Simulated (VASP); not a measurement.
OSZICAR of a VASP run on PrZn (space group Pm-3m):

OSZICAR:
```
       N       E                     dE             d eps       ncg     rms          rms(c)
DAV:   1     0.121732286037E+03    0.12173E+03   -0.10040E+04  1680   0.145E+03
DAV:   2    -0.310540695077E+01   -0.12484E+03   -0.12319E+03  1967   0.305E+02
DAV:   3    -0.761237353124E+01   -0.45070E+01   -0.44778E+01  2186   0.637E+01
DAV:   4    -0.772015059944E+01   -0.10778E+00   -0.10776E+00  2337   0.762E+00
DAV:   5    -0.772137670223E+01   -0.12261E-02   -0.12263E-02  2177   0.741E-01    0.514E+00
DAV:   6    -0.739455924954E+01    0.32682E+00   -0.23798E+00  1722   0.269E+01    0.308E+00
DAV:   7    -0.736157903444E+01    0.32980E-01   -0.24985E-01  1932   0.723E+00    0.152E+00
DAV:   8    -0.734909360113E+01    0.12485E-01   -0.27965E-02  2490   0.171E+00    0.192E-01
DAV:   9    -0.734860381232E+01    0.48979E-03   -0.26911E-03  2108   0.692E-01    0.801E-02
DAV:  10    -0.734857253668E+01    0.31276E-04   -0.26551E-04  2019   0.137E-01    0.167E-02
DAV:  11    -0.734856550095E+01    0.70357E-05   -0.24266E-05  2083   0.569E-02    0.494E-03
DAV:  12    -0.734856403992E+01    0.14610E-05   -0.28173E-06  2199   0.137E-02    0.147E-03
DAV:  13    -0.734856416944E+01   -0.12952E-06   -0.21175E-07  1472   0.494E-03    0.348E-04
DAV:  14    -0.734856414229E+01    0.27145E-07   -0.27419E-08   966   0.194E-03
   1 F= -.73485641E+01 E0= -.73485641E+01  d E =0.000000E+00
```

Q: Which electronic solver shows in the log?

A: It is blocked Davidson (ALGO = Normal, or the opening steps of other solvers). The INCAR had ALGO = Normal.

Q: Can the final energy be trusted as converged?

A: The calculation finished and met its thresholds. It stopped with EDIFF = 1E-7, NELM = 100 (PBEsol GGA, plane waves, VASP's PBE PAW potentials (set 64)). The 4f electrons are frozen in the core of the lanthanide potential, so 4f levels, which can set the real gap, and their magnetism are missing.

The structure comes from a measured PrZn entry (Pm-3m) of the Crystallography Open Database, whose conditions weren't checked. It was relaxed first. The electron count is odd and the run is not spin-polarised, which forces a metal.
